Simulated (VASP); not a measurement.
Computed with PBE GGA, VASP's PBE PAW potentials (set 64) (plane waves; VASP 6.6.1).

VASP ran on this input.

**INCAR**
```
GGA = PE
ENCUT = 350
LWAVE = .FALSE.
LMAXMIX = 4   ! l cut-off of mixed one-centre charges
PREC = Accurate
ISIF = 2   ! forces and stress, cell fixed
ISMEAR = 1
LCHARG = .FALSE.
LREAL = .FALSE.
NELM = 100
ALGO = Normal   ! blocked Davidson
SYSTEM = TiB2
SIGMA = 0.1   ! width (eV)
LASPH = .TRUE.   ! aspherical one-centre terms
EDIFF = 1E-6   ! SCF stop (eV)
```

### POSCAR
```
TiB2
1
    1.5453000000    -2.6765380000     0.0000000000
    1.5453000000     2.6765380000     0.0000000000
    0.0000000000     0.0000000000     3.2946000000
Ti B
1 2
Direct
  0.0000000000   0.0000000000   0.0000000000
  0.3333330000   0.6666670000   0.5000000000
  0.6666670000   0.3333330000   0.5000000000
```

**KPOINTS**
```
kpoints
0
Gamma
10 10 8
0 0 0
```

POTCAR, in this order: Ti_sv B (PBE.64 set). Program: vasp_std.

Output of the run:

**OSZICAR**
```
       N       E                     dE             d eps       ncg     rms          rms(c)
DAV:   1     0.965466639136E+02    0.96547E+02   -0.74057E+03  1825   0.120E+03
DAV:   2    -0.224177611059E+02   -0.11896E+03   -0.11564E+03  1890   0.330E+02
DAV:   3    -0.292348046957E+02   -0.68170E+01   -0.67256E+01  2597   0.780E+01
DAV:   4    -0.294230863746E+02   -0.18828E+00   -0.18811E+00  2327   0.122E+01
DAV:   5    -0.294280827645E+02   -0.49964E-02   -0.49961E-02  2727   0.166E+00    0.155E+01
DAV:   6    -0.243516369996E+02    0.50764E+01   -0.27942E+01  2430   0.576E+01    0.373E+00
DAV:   7    -0.243562949649E+02   -0.46580E-02   -0.19916E+00  2094   0.163E+01    0.299E+00
DAV:   8    -0.243593202929E+02   -0.30253E-02   -0.21985E-01  2563   0.441E+00    0.867E-01
DAV:   9    -0.243470782989E+02    0.12242E-01   -0.10770E-01  2427   0.422E+00    0.343E-01
DAV:  10    -0.243457597862E+02    0.13185E-02   -0.65772E-03  2209   0.104E+00    0.570E-02
DAV:  11    -0.243457746938E+02   -0.14908E-04   -0.54142E-04  2577   0.272E-01    0.401E-02
DAV:  12    -0.243457632826E+02    0.11411E-04   -0.11095E-04  2392   0.140E-01    0.914E-03
DAV:  13    -0.243457614254E+02    0.18571E-05   -0.85515E-06  2294   0.366E-02    0.196E-03
DAV:  14    -0.243457616986E+02   -0.27317E-06   -0.20394E-07  1020   0.503E-03
   1 F= -.24345762E+02 E0= -.24345324E+02  d E =-.131235E-02
```

File OUTCAR:
```
------------------------ aborting loop because EDIFF is reached ----------------------------------------
  FORCE on cell =-STRESS in cart. coord.  units (eV):
  Direction    XX          YY          ZZ          XY          YZ          ZX
  --------------------------------------------------------------------------------------
  Total       -2.5304230     -2.5304228     -2.0318531      0.0000000      0.0000000     -0.0000000
  in kB     -148.7595326   -148.7595200   -119.4494043      0.0000000      0.0000000     -0.0000000
  external PRESSURE =    -138.9894857 kB  Pullay stress =       0.0000000 kB
  volume of cell :       27.25
      direct lattice vectors                 reciprocal lattice vectors
     1.545300000 -2.676538000  0.000000000     0.323561768 -0.186808482  0.000000000
     1.545300000  2.676538000  0.000000000     0.323561768  0.186808482  0.000000000
     0.000000000  0.000000000  3.294600000     0.000000000  0.000000000  0.303526984
 POSITION                                       TOTAL-FORCE (eV/Angst)
 -----------------------------------------------------------------------------------
      0.00000      0.00000      0.00000         0.000000      0.000000      0.000000
      1.54530      0.89218      1.64730        -0.000000      0.000000      0.000000
      1.54530     -0.89218      1.64730         0.000000     -0.000000     -0.000000
 -----------------------------------------------------------------------------------
    total drift:                               -0.000000     -0.000000     -0.000000
  FREE ENERGIE OF THE ION-ELECTRON SYSTEM (eV)
  ---------------------------------------------------
  free  energy   TOTEN  =       -24.3457616986 eV

  energy  without entropy=      -24.3444493506  energy(sigma->0) =      -24.34532425
```
(Selected blocks of OUTCAR.)

At this cut-off the stress carries a Pulay error, which pulls relaxed volumes low.

The compound is TiB2 in the AlB2 type structure. The cell was not relaxed at this level. The run is one of a series of settings (ENCUT = 350 against the base run), some of them coarse on purpose.
